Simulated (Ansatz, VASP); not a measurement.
# Te (Tellurium): VASP beside Ansatz, part 2 of 2

One calculation is typed for both programs; each brings its own data sets. How far apart do they land? The structure shown is the start of the Ansatz relaxation below; VASP solves that cell, so the two are compared at the walk's first step.

VASP 6.6.1 and Ansatz 0.2.0.

So far. Step 3 (VASP: single point, PBEsol, start cell, pair 1): The run ends at a pressure of -0.87 GPa, with forces up to 0.053 eV/Å.

## Step 7: VASP: single point, PBEsol, start cell, pair 2

Level of this step: PBEsol; plane waves and PAW (Te) (VASP).

The same cell, functional, mesh and smearing now go to VASP, with its own data sets.

Input file INCAR:

```
SYSTEM = Te
PREC = Accurate
ENCUT = 400
EDIFF = 1E-06
NELM = 120
ISMEAR = 1
SIGMA = 0.2
LREAL = .FALSE.
ALGO = Normal
GGA = PS
NBANDS = 15
LORBIT = 11
LWAVE = .FALSE.
LCHARG = .FALSE.
ISIF = 2
LASPH = .TRUE.
GGA_COMPAT = .FALSE.
KPAR = 2
```

Input file POSCAR:

```
Te
1.0
    4.4026650000      0.0000000000      0.0000000000
   -2.2013330000      3.8128200000      0.0000000000
    0.0000000000      0.0000000000      5.9145930000
Te
3
Direct
    0.2817986379      0.0000000000      0.3333333333
    0.9999999863      0.2817987736      0.6666666667
    0.7182013758      0.7182012264      0.0000000000
```

Input file KPOINTS:

```
Automatic mesh
0
Gamma
12 12 8
0 0 0
```

Potentials, in the order of the species: Te (PBE family, release 64).

Command:

```
$ mpirun -np 2 vasp_std
```

Numbers of over 12 decimals in the logs are rounded to 6 here.

The log of the run:

```text
[banner, memory and clock lines left out]
running    2 mpi-ranks, on    1 nodes
[...]
[... a notice as in an earlier step ...]

 LDA part: xc-table for (Slater+PW92), standard interpolation
 POSCAR, INCAR and KPOINTS ok, starting setup
[...]
entering main loop
       N       E                     dE             d eps       ncg     rms          rms(c)
DAV:   1     0.630935496165E+02    0.63094E+02   -0.56078E+03  3930   0.778E+02
DAV:   2    -0.657882246943E+01   -0.69672E+02   -0.66498E+02  5269   0.131E+02
DAV:   3    -0.105233885189E+02   -0.39446E+01   -0.39268E+01  4546   0.352E+01
DAV:   4    -0.105940334013E+02   -0.70645E-01   -0.70636E-01  6068   0.558E+00
[...]
DAV:   9    -0.105684855290E+02   -0.14806E-04   -0.12522E-04  5535   0.788E-02    0.667E-02
DAV:  10    -0.105684835859E+02    0.19431E-05   -0.17051E-05  4847   0.258E-02    0.886E-03
DAV:  11    -0.105684829416E+02    0.64434E-06   -0.21456E-06  4162   0.941E-03
   1 F= -.10568483E+02 E0= -.10569903E+02  d E =0.425948E-02
```

From OUTCAR (step 7):

```text
  Total       -0.7369219     -0.7369220     -0.5434702      0.0000001      0.0000000     -0.0000000
  in kB      -11.8917354    -11.8917370     -8.7699978      0.0000016      0.0000000     -0.0000000
  external PRESSURE =     -10.8511568 kB  Pullay stress =       0.0000000 kB

 POSITION                                       TOTAL-FORCE (eV/Angst)
 -----------------------------------------------------------------------------------
      1.24067      0.00000      1.97153        -0.056512      0.000000      0.000000
      3.78233      1.07445      3.94306         0.028256     -0.048941     -0.000000
      1.58100      2.73837      0.00000         0.028256      0.048941      0.000000
 -----------------------------------------------------------------------------------
    total drift:                                0.000266     -0.000122     -0.000027

  FREE ENERGIE OF THE ION-ELECTRON SYSTEM (eV)
  ---------------------------------------------------
  free  energy   TOTEN  =       -10.5684829416 eV

  energy  without entropy=      -10.5727424216  energy(sigma->0) =      -10.56990277

[... 1 part as in an earlier step ...]

[... 2 further parts left out ...]
[key lines of the parts left out:]
E-fermi :   6.3557
```

The run ends at a pressure of -1.09 GPa, with forces up to 0.057 eV/Å.

## Step 8: Comparison

What differs besides the data sets and the points named for the pairs above, as far as they apply: the data sets hold 48 valence electrons in Ansatz (on its PAW soft_1 files) and 18 in VASP. Total energies have different zeros and are not compared.

Forces (eV/Å; atoms numbered as in POSCAR):

```csv
atom,"Ansatz x, y, z","VASP x, y, z"
Te1,"-0.072, 0.000, 0.000","-0.057, 0.000, 0.000"
Te2,"0.036, -0.062, 0.000","0.028, -0.049, 0.000"
Te3,"0.036, 0.062, 0.000","0.028, 0.049, 0.000"
```

The forces differ by 8.8 meV/Å r.m.s., which is 27.1 % of the r.m.s. force of 0.033 eV/Å (both taken over all components).

## Step 9: What the set-up changes

Further runs change the set-up of one program: Ansatz's method, potentials or start, or VASP's data sets, cutoff or form of LDA. The table gives that difference for each run.

```csv
run,r.m.s. force difference (meV/Å)
as above,8.8
VASP with a cutoff of 500 eV (perhaps on Ansatz's relaxed cell),10
VASP with the data sets Te_sv_GW and a cutoff of 600 eV,4.2
```

## Step 10: Ansatz: relaxation, PBEsol

The two programs are compared at the cell with which this relaxation starts, whose forces are those of its first step. The cell compared in this pair holds 97.21 Å³, against 99.29 Å³ for the pair before.

The structure compared here is the start of the Ansatz relaxation; VASP solves that cell, so the two are compared at the walk's first step.

Input file input.yaml:

```yaml
crystal:
  lattice:
    - [4.2558782571, -1.0e-10, 0.0]
    - [-2.1279391285, 3.6856986861, 0.0]
    - [0.0, 0.0, 6.1973221668]
  atoms:
    - { symbol: Te, position: [0.2822358901, -6.9e-09, 0.3333333386] }
    - { symbol: Te, position: [-6.9e-09, 0.2822358901, 0.6666666614] }
    - { symbol: Te, position: [0.7177641169, 0.7177641169, 0.0] }
kpoints:
  mp_grid: { grid: [12, 12, 8] }
hamiltonian:
  xc: pbesol
  pseudopotentials: { kind: paw, azcp: { folder: soft_1 }, xc_functional: pbe }
scf:
  occupations: { method: methfessel_paxton, width: 0.2 }
output:
  forces: true
  stress: true
  eigenvalues: true
relax:
  adjacent_minimum: "off"
  f_tol: 0.001
  max_steps: 60
  cell: { stress_tol: 0.01, fix: [c, angles] }
```

Command:

```
$ ansatz run input.yaml --threads 4 --pin off --max-ram 10240MiB --backend cpu --events-out ev --progress --plain --runs-dir out
```

The log of the run:

```text
[...]
--- Relaxed structure (3 steps of the walk, 3 accepted, 1 SCFs on fresh bases) ---
[...]
cell:  # Å, volume = 96.4106 Å³
    - [4.238333, -7.854264045399518e-11, 0]
    - [-2.119167, 3.670504, 0]
    - [0, 0, 6.1973221668]
  atoms:
    - { symbol: Te, position: [0.281298, -5.96435078129944e-10, 0.333333] }
    - { symbol: Te, position: [-5.96435068001e-10, 0.281298, 0.666667] }
    - { symbol: Te, position: [0.718702, 0.718702, 0.0] }
[key lines of the parts left out:]
SCF converged after 6 iterations
Free energy (F): -20704.773085 eV
Fermi energy:    9.230152 eV
P = ⅓ Tr σ = -0.8241 GPa (-8.241 kbar)
```

## Step 11: VASP: single point, PBEsol, start cell, pair 3

The same cell, functional, mesh and smearing now go to VASP, with its own data sets.

INCAR is that of step 7.

Input file POSCAR:

```
Te
1.0
    4.2558780000      0.0000000000      0.0000000000
   -2.1279390000      3.6856990000      0.0000000000
    0.0000000000      0.0000000000      6.1973220000
Te
3
Direct
    0.2822360039      0.0000000000      0.3333333333
    0.9999998701      0.2822357442      0.6666666667
    0.7177639903      0.7177639845      0.0000000000
```

KPOINTS is that of step 7.

Command:

```
$ mpirun -np 2 vasp_std
```

The log of the run:

```text
[... set-up lines as in an earlier step ...]
 entering main loop
       N       E                     dE             d eps       ncg     rms          rms(c)
DAV:   1     0.616082889133E+02    0.61608E+02   -0.56079E+03  3930   0.780E+02
DAV:   2    -0.663607540859E+01   -0.68244E+02   -0.65078E+02  5185   0.129E+02
DAV:   3    -0.105068022582E+02   -0.38707E+01   -0.38503E+01  4679   0.349E+01
DAV:   4    -0.105751745052E+02   -0.68372E-01   -0.68357E-01  6008   0.547E+00
[...]
DAV:   9    -0.105518699756E+02   -0.15095E-04   -0.12602E-04  5595   0.784E-02    0.639E-02
DAV:  10    -0.105518664122E+02    0.35634E-05   -0.13380E-05  4861   0.227E-02    0.642E-03
DAV:  11    -0.105518659519E+02    0.46028E-06   -0.13089E-06  3575   0.752E-03
   1 F= -.10551866E+02 E0= -.10553346E+02  d E =0.444132E-02
```

From OUTCAR (step 11):

```text
  Total       -0.2533312     -0.2533313     -1.7049856      0.0000000     -0.0000000      0.0000000
  in kB       -4.1752851     -4.1752863    -28.1007695      0.0000000     -0.0000000      0.0000000
  external PRESSURE =     -12.1504470 kB  Pullay stress =       0.0000000 kB

 POSITION                                       TOTAL-FORCE (eV/Angst)
 -----------------------------------------------------------------------------------
      1.20116      0.00000      2.06577        -0.028117      0.000000     -0.000000
      3.65530      1.04024      4.13155         0.014058     -0.024350      0.000000
      1.52736      2.64546      0.00000         0.014058      0.024350     -0.000000
 -----------------------------------------------------------------------------------
    total drift:                                0.000003      0.000319      0.000002

  FREE ENERGIE OF THE ION-ELECTRON SYSTEM (eV)
  ---------------------------------------------------
  free  energy   TOTEN  =       -10.5518659519 eV

  energy  without entropy=      -10.5563072767  energy(sigma->0) =      -10.55334639

[... 1 part as in an earlier step ...]

[... 2 further parts left out ...]
[key lines of the parts left out:]
E-fermi :   6.1741
```

The run ends at a pressure of -1.22 GPa, with forces up to 0.028 eV/Å.

## Step 12: Differences

What differs besides the data sets and the points named for the pairs above, as far as they apply: the data sets hold 48 valence electrons in Ansatz (on its PAW soft_1 files) and 18 in VASP. Total energies have different zeros and are not compared.

At this near-relaxed geometry the largest component of a force difference is 13 meV/Å.

## Step 13: Further runs

Further runs change the set-up of one program: Ansatz's method, potentials or start, or VASP's data sets, cutoff or form of LDA. The table gives that difference for each run.

```csv
run,r.m.s. force difference (meV/Å)
as above,7.3
VASP with a cutoff of 500 eV (perhaps on Ansatz's relaxed cell),7.9
```

## Step 14: Outcome

```yaml
r_m_s_force_difference_single_point_pbesol_start_cell_pair_1: 10.0 meV/Å
r_m_s_force_difference_single_point_pbesol_start_cell_pair_2: 8.8 meV/Å
r_m_s_force_difference_single_point_pbesol_start_cell_pair_3: 7.3 meV/Å
```

What this shows: The r.m.s. force difference is 10.0 meV/Å (single point, PBEsol, start cell, pair 1), within the 12 meV/Å picked in this series as the mark of a large difference. The data sets hold unlike numbers of valence electrons (48 in Ansatz and 18 in VASP), so part of the differences comes from the potentials. Single point, PBEsol, start cell, pair 2, VASP with the data sets Te_sv_GW and a cutoff of 600 eV: r.m.s. force difference goes from 8.8 to 4.2 meV/Å. 2 further runs of this series are not shown here. How closely two codes agree says nothing of how well the functional describes the real material.

[Lines on the potential files, build, host, timing and source positions are cut from VASP's logs without a mark.]

[Logs are printed without paths, hosts, clocks, repeated set-up lines and the standing remarks that a program may print on its own settings, such as how far it seeks lower states.]

[Hosts, paths, dates, database ids (printed as entryN), source tags and the programs' standing remarks are cut or masked in the printed files.]

[Rows of further runs with another cutoff or data set may stand on the cell that Ansatz relaxed, not on the start cell of the pair above them.]
